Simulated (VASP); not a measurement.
Consider the following.

```
Ru
1.0
    2.74007     0.00000     0.00000
   -1.37003     2.37297     0.00000
    0.00000     0.00000     8.81620
Ru
4
Direct
  0.00000   0.00000   0.00000
  0.00000   0.00000   0.50000
  0.33333   0.66667   0.25000
  0.66667   0.33333   0.75000
```

Level of theory: LDA (Ceperley-Alder, Perdew-Zunger), VASP's LDA PAW potentials (set 64) (plane waves; VASP 6.6.1). Numerical set-up: 300 eV cut-off, 9×9×3 Γ-centred mesh, Gaussian smearing of 0.10 eV, potentials Ru_pv.

At this cut-off the stress carries a Pulay error, which pulls relaxed volumes low.

### Question
What does the run give for the energy per atom (σ→0), pressure, band gap (on the k-mesh) with the smallest direct gap where there is one?

### Answer

| Item | Value |
|---|---|
| band gap (on the k-mesh) | none (metal, semimetal or under 0.01 eV) |
| energy per atom (σ→0) | -10522 meV/atom |
| pressure | -25.73 GPa |

The absolute energy has meaning only against runs of the same code, potentials and settings.

The structure was generated: Ru was put into an ordered model structure, which need not be its known phase. The cell was not relaxed at this level.
